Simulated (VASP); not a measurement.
VASP runs on Bi (a7) share one base input (PBE GGA, plane waves, VASP's PBE PAW potentials (set 64)) and change the settings named in each case.

File KPOINTS:
```
Automatic mesh
0
Gamma
9 9 9
0 0 0
```

**INCAR**
```
SYSTEM  =  Bi
PREC  =  Accurate; ENCUT  =  400; LREAL  =  .FALSE.
LASPH  =  .TRUE.
EDIFF  =  1E-6; NELM  =  100; ALGO  =  Normal
LMAXMIX  =  4
ISMEAR  =  1; SIGMA  =  0.1
GGA  =  PE
ISIF  =  2
LWAVE  =  .FALSE.; LCHARG  =  .FALSE.
```

File POSCAR:
```
Bi
1
    4.2491360000    -2.3205000000     0.0000000000
    4.2491360000     2.3205000000     0.0000000000
    2.9818850000     0.0000000000     3.8142160000
Bi
2
Direct
  0.2340000000   0.2340000000   0.2340000000
  0.7660000000   0.7660000000   0.7660000000
```

POTCAR, in this order: Bi_d (PBE.64 set). Program: vasp_std.

```tsv
change	E(σ→0) (eV/atom)	pressure (GPa)	largest force (eV/Å)	−TS (eV)	irreducible k-points
base run	-3.8875	-1.06	0.082	0.0002	85
KPOINTS 2×2×2 Monkhorst-Pack mesh	-4.1436	-1.87	0.125	0.0030	2
KPOINTS 6×6×6 Monkhorst-Pack mesh	-3.8955	-1.20	0.141	-0.0004	28
KPOINTS 7×7×7 Monkhorst-Pack mesh	?	?	?	?	44
KPOINTS 10×10×10 Monkhorst-Pack mesh	-3.8858	-1.06	0.077	0.0000	110
```

**Question.** Some entries are withheld; supply them.

**Answer.** 
- KPOINTS 7×7×7 Monkhorst-Pack mesh, E(σ→0) (eV/atom): -3.8939
- KPOINTS 7×7×7 Monkhorst-Pack mesh, pressure (GPa): -1.14
- KPOINTS 7×7×7 Monkhorst-Pack mesh, largest force (eV/Å): 0.097
- KPOINTS 7×7×7 Monkhorst-Pack mesh, −TS (eV): 0.0008

Unless said otherwise, spin-orbit coupling is left out, though it shifts the bands of the heavy elements here.

Left out are runs that ran out of time, are held back, or changed the cell or the kind of run, fixed moments of cells without a moment, rows past the twelfth, gaps on odd meshes, pressures of charged cells and columns that move by less than the noise.

The compound is Bi in the a7 structure. The cell was not relaxed at this level, forces remain on its atoms.
